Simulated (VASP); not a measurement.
Crystal: Ti8N5O3.

```
Ti O N
1.0
    -4.21534   -4.21534    0.00000
     0.00000   -4.21534    4.21534
    -4.21534    0.00000    4.21534
Ti O N
8 3 5
Direct
  0.50000 0.00000 0.00000
  0.00000 0.00000 0.00000
  0.50000 0.50000 0.00000
  0.00000 0.50000 0.00000
  0.50000 0.00000 0.50000
  0.00000 0.00000 0.50000
  0.50000 0.50000 0.50000
  0.00000 0.50000 0.50000
  0.75000 0.25000 0.25000
  0.25000 0.25000 0.25000
  0.75000 0.75000 0.25000
  0.25000 0.75000 0.25000
  0.75000 0.25000 0.75000
  0.25000 0.25000 0.75000
  0.75000 0.75000 0.75000
  0.25000 0.75000 0.75000
```

The cell was built by a generator and needn't be a form met in nature.

* Program: VASP 6.6.1
* Task: relaxation of cell and atoms
* Functional: PBE
* Potentials or basis: VASP PAW PBE potentials, release 64 (Ti_sv, O, N)
* Cutoff: 600 eV
* k mesh: 9 × 9 × 8
* Occupations: methfessel-paxton, width 0.1 eV
* Spin: no spin polarisation

At the start: pressure 8.6 GPa; volume 9.36 Å³/atom.

**Question.** Where does the relaxation end?

**Answer.** Over 11 steps the energy falls by 69.9 meV/atom and the volume is 9.78 Å³/atom (+4.4 %); space group R-3m (No. 166, to 0.05 Å).

Step by step:
```csv
step,energy change (eV),largest force (eV/Å),pressure (GPa),volume (Å³)
1,0.0000,1.8094,8.55,149.81
2,-0.7807,1.1751,-8.30,160.91
3,-0.7818,1.1399,-8.70,161.27
4,-0.9135,1.5813,0.89,157.49
5,-1.0787,0.3092,-3.58,159.00
6,-1.1111,0.0963,1.48,155.41
7,-1.1159,0.0777,0.11,156.35
8,-1.1176,0.0407,0.03,156.41
9,-1.1181,0.0160,-0.05,156.46
10,-1.1182,0.0105,0.05,156.41
11,-1.1182,0.0097,0.06,156.41
```

Final structure:
```cif
data_structure
_symmetry_space_group_name_H-M 'P 1'
_symmetry_Int_Tables_number 1
_cell_length_a 6.0402
_cell_length_b 6.0402
_cell_length_c 6.0553
_cell_angle_alpha 60.082
_cell_angle_beta 60.082
_cell_angle_gamma 60.000
_cell_volume 156.41
loop_
_atom_site_label
_atom_site_type_symbol
_atom_site_fract_x
_atom_site_fract_y
_atom_site_fract_z
_atom_site_occupancy
Ti1 Ti 0.50073 0.00073 0.97898 1
Ti2 Ti 0.01956 0.00073 0.97898 1
Ti3 Ti 0.50073 0.51956 0.97898 1
Ti4 Ti 0.00863 0.50863 0.97412 1
Ti5 Ti 0.49137 0.99137 0.52588 1
Ti6 Ti 0.99927 0.98044 0.52102 1
Ti7 Ti 0.48044 0.49927 0.52102 1
Ti8 Ti 0.99927 0.49927 0.52102 1
O1 O 0.75000 0.25000 0.25000 1
O2 O 0.25000 0.25000 0.25000 1
O3 O 0.75000 0.75000 0.25000 1
N1 N 0.25000 0.75000 0.25000 1
N2 N 0.75000 0.25000 0.75000 1
N3 N 0.25000 0.25000 0.75000 1
N4 N 0.75000 0.75000 0.75000 1
N5 N 0.25000 0.75000 0.75000 1
```

Caveat: an odd number of electrons without spin polarisation forces a metal; a magnetic or distorted state may lie lower.
